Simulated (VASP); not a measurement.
VASP input:

File POSCAR:
```
ZnFe3C
1
    3.8969450000     0.0000000000     0.0000000000
    0.0000000000     3.8969450000     0.0000000000
    0.0000000000     0.0000000000     3.8969450000
Zn C Fe
1 1 3
Direct
  0.0000000000   0.0000000000   0.0000000000
  0.5000000000   0.5000000000   0.5000000000
  0.0000000000   0.5000000000   0.5000000000
  0.5000000000   0.5000000000   0.0000000000
  0.5000000000   0.0000000000   0.5000000000
```

### INCAR
```
# general
SYSTEM  = ZnFe3C
PREC    = Accurate
ENCUT   = 400
LREAL   = .False.   # projection in real space or not
LASPH   = .True.   # aspherical one-centre terms

# electronic loop
EDIFF   = 1E-6   # SCF stop (eV)
NELM    = 100   # most electronic steps
ALGO    = Normal
LMAXMIX = 4   # l cut-off of mixed one-centre charges

# smearing
ISMEAR  = -1
SIGMA   = 0.1

# spin
ISPIN   = 2   # spin-polarised
MAGMOM  = 0.0 0.0 4.0 4.0 4.0

# ions
ISIF    = 2   # forces and stress, cell fixed

# output
LWAVE   = .False.
LCHARG  = .False.
LORBIT  = 11
```

File KPOINTS:
```
kpoints
0
G
  5 5 5
0 0 0
```

POTCAR, in this order: Zn C Fe (LDA.64 set). Program: vasp_std.

Write an equivalent input for Quantum ESPRESSO's pw.x.

One equivalent input (not run):
```
&CONTROL
  calculation = 'scf'
  pseudo_dir = './pseudo'
  outdir = './out'
  tprnfor = .true.
  tstress = .true.
/
&SYSTEM
  ibrav = 0
  nat = 5
  ntyp = 3
  ecutwfc = 90
  occupations = 'smearing'
  smearing = 'fermi-dirac'
  degauss = 0.00735
  input_dft = 'pz'
  nspin = 2
  starting_magnetization(3) = 0.4
/
&ELECTRONS
  conv_thr = 7.3e-08
  electron_maxstep = 100
/
ATOMIC_SPECIES
  Zn 65.380 Zn.upf
  C 12.011 C.upf
  Fe 55.845 Fe.upf
CELL_PARAMETERS angstrom
     3.8969450    0.0000000    0.0000000
     0.0000000    3.8969450    0.0000000
     0.0000000    0.0000000    3.8969450
ATOMIC_POSITIONS crystal
  Zn   0.0000000  0.0000000  0.0000000
  C    0.5000000  0.5000000  0.5000000
  Fe   0.0000000  0.5000000  0.5000000
  Fe   0.5000000  0.5000000  0.0000000
  Fe   0.5000000  0.0000000  0.5000000
K_POINTS automatic
  5 5 5 0 0 0
```
Limits of the translation: the potentials are each code's own (VASP's PAW set, PseudoDojo norm-conserving files in pw.x), so ENCUT and ecutwfc are chosen apart and not converted; conv_thr bounds pw.x's estimated SCF error, while EDIFF bounds the energy change between steps; starting_magnetization is a fraction of the valence charge and MAGMOM a moment in μB, so they match only roughly.

The structure was generated: ZnFe3C was put into an ordered model structure, which need not be its known phase. The cell was not relaxed at this level. The k-mesh is coarse (spacing up to 0.32 per Å, 2π included), so the numbers may not be converged in it. The run is one of a series of settings (GGA removed, POTCAR Zn C Fe (LDA.64 set) against the base run), some of them coarse on purpose.
